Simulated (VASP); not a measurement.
A run of VASP 6.6.1:

Contents of INCAR:

```
PREC = Accurate
ENCUT = 520
EDIFF = 1E-7
ISMEAR = 0
SIGMA = 0.02
LREAL = F
LASPH = T
NELM = 60
ALGO = Normal
ISIF = 3
LWAVE = F
LCHARG = F
METAGGA = R2SCAN
LMIXTAU = T
IBRION = 2
NSW = 80
EDIFFG = -0.002
```

KPOINTS

```
Automatic mesh
0
Gamma
  10 10 10
```

The input POSCAR:

```
YS
1.0
    0.0000000000      2.7436500000      2.7436500000
    2.7436500000      0.0000000000      2.7436500000
    2.7436500000      2.7436500000      0.0000000000
Y S
1 1
Direct
    0.5000000000      0.5000000000      0.5000000000
    0.0000000000      0.0000000000      0.0000000000
```

Potentials or basis: VASP PAW PBE potentials, release 64 (Y_sv, S).

Run with:

```console
$ cat potpaw_PBE.64/Y_sv/POTCAR potpaw_PBE.64/S/POTCAR > POTCAR
$ mpirun -np 1 vasp_std > vasp.out
```

Hardware: 1 thread of Intel(R) Xeon(R) Platinum 8488C (Sapphire Rapids), on a shared host.

Task: How long does it take, and how much memory?

Result: It took 6.4 min on 1 thread of Intel(R) Xeon(R) Platinum 8488C (Sapphire Rapids), on a shared host, peak memory 0.21 GiB. Counts: scf iterations 51, k points 47, ion steps 3.
